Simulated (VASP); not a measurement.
Output of a VASP run:

### OSZICAR
```
       N       E                     dE             d eps       ncg     rms          rms(c)
DAV:   1     0.104719929720E+03    0.10472E+03   -0.89461E+03   840   0.118E+03
DAV:   2    -0.261080588591E+02   -0.13083E+03   -0.12911E+03  1076   0.260E+02
DAV:   3    -0.355707079787E+02   -0.94626E+01   -0.94015E+01  1128   0.786E+01
DAV:   4    -0.356555296974E+02   -0.84822E-01   -0.84752E-01   928   0.878E+00
DAV:   5    -0.356565162684E+02   -0.98657E-03   -0.98653E-03  1032   0.867E-01    0.111E+01
DAV:   6    -0.344389935236E+02    0.12175E+01   -0.17236E+00   930   0.101E+01    0.638E+00
DAV:   7    -0.341481500982E+02    0.29084E+00   -0.11504E+00  1008   0.848E+00    0.167E+00
DAV:   8    -0.341432227593E+02    0.49273E-02   -0.10015E-01   840   0.258E+00    0.275E-01
DAV:   9    -0.341429028337E+02    0.31993E-03   -0.44209E-03   852   0.537E-01    0.124E-01
DAV:  10    -0.341431121722E+02   -0.20934E-03   -0.60231E-04  1020   0.227E-01    0.498E-02
DAV:  11    -0.341430936237E+02    0.18549E-04   -0.50385E-05   864   0.710E-02    0.566E-03
DAV:  12    -0.341430950078E+02   -0.13842E-05   -0.75287E-06   948   0.243E-02    0.883E-03
DAV:  13    -0.341430954588E+02   -0.45092E-06   -0.41569E-07   906   0.660E-03    0.153E-03
DAV:  14    -0.341430955157E+02   -0.56882E-07   -0.74244E-08   420   0.253E-03
   1 F= -.34143096E+02 E0= -.34143096E+02  d E =0.000000E+00
```

### OUTCAR
```
------------------------ aborting loop because EDIFF is reached ----------------------------------------
  FORCE on cell =-STRESS in cart. coord.  units (eV):
  Direction    XX          YY          ZZ          XY          YZ          ZX
  --------------------------------------------------------------------------------------
  Total        0.0565548      0.0565548      0.0731606     -0.0000000      0.0000000      0.0000000
  in kB        1.0071389      1.0071389      1.3028573     -0.0000000      0.0000000      0.0000000
  external PRESSURE =       1.1057117 kB  Pullay stress =       0.0000000 kB
  volume of cell :       89.97
      direct lattice vectors                 reciprocal lattice vectors
     4.094411925  0.000000000  0.000000000     0.244235318  0.000000000  0.000000000
     0.000000000  4.094411925  0.000000000     0.000000000  0.244235318  0.000000000
     0.000000000  0.000000000  5.366704434     0.000000000  0.000000000  0.186334092
 POSITION                                       TOTAL-FORCE (eV/Angst)
 -----------------------------------------------------------------------------------
      3.70153      3.70153      0.00000        -0.008887     -0.008887      0.000000
      0.39288      0.39288      0.00000         0.008887      0.008887      0.000000
      2.44009      1.65432      2.68335         0.008887     -0.008887      0.000000
      1.65432      2.44009      2.68335        -0.008887      0.008887      0.000000
 -----------------------------------------------------------------------------------
    total drift:                               -0.000000     -0.000000     -0.000000
  FREE ENERGIE OF THE ION-ELECTRON SYSTEM (eV)
  ---------------------------------------------------
  free  energy   TOTEN  =       -34.1430955157 eV

  energy  without entropy=      -34.1430955157  energy(sigma->0) =      -34.14309552

 total charge

# of ion       s       p       d       tot
------------------------------------------
    1        1.367   2.475   0.000   3.842
    2        1.367   2.475   0.000   3.842
    3        1.367   2.475   0.000   3.842
    4        1.367   2.475   0.000   3.842
--------------------------------------------------
tot          5.470   9.898   0.000  15.368
```
(Selected blocks of OUTCAR.)

### POSCAR
```
N
1
    4.0944119249    -0.0000000000     0.0000000000
    0.0000000000     4.0944119249     0.0000000000
    0.0000000000     0.0000000000     5.3667044342
N
4
Direct
  0.9040445435   0.9040445435   0.0000000000
  0.0959554565   0.0959554565   0.0000000000
  0.5959554565   0.4040445435   0.5000000000
  0.4040445435   0.5959554565   0.5000000000
```

Task: Write an INCAR and KPOINTS that could have produced this output.

Result: One answer among several that fit: the input of the run itself, PBEsol GGA, plane waves, VASP's PBE PAW potentials (set 64).

**KPOINTS**
```
Automatic
0
G
  6 6 5
```

INCAR:
```
SYSTEM=N
PREC=Accurate; ENCUT=520; LREAL=F
LASPH=T
EDIFF=1E-7; NELM=100; ALGO=Normal
ISMEAR=-5
GGA=PS
ISIF=2
LWAVE=F; LCHARG=T; LORBIT=11
NEDOS=601
```

POTCAR, in this order: N (PBE.64 set). Program: vasp_std.

Without a dispersion term in the relaxation, distances and binding between the weakly bound layers, chains or molecules are unreliable, and so is what depends on them.

The structure comes from a computed database's N entry (P4_2/mnm); how it stands against other phases isn't given here. It was relaxed first.
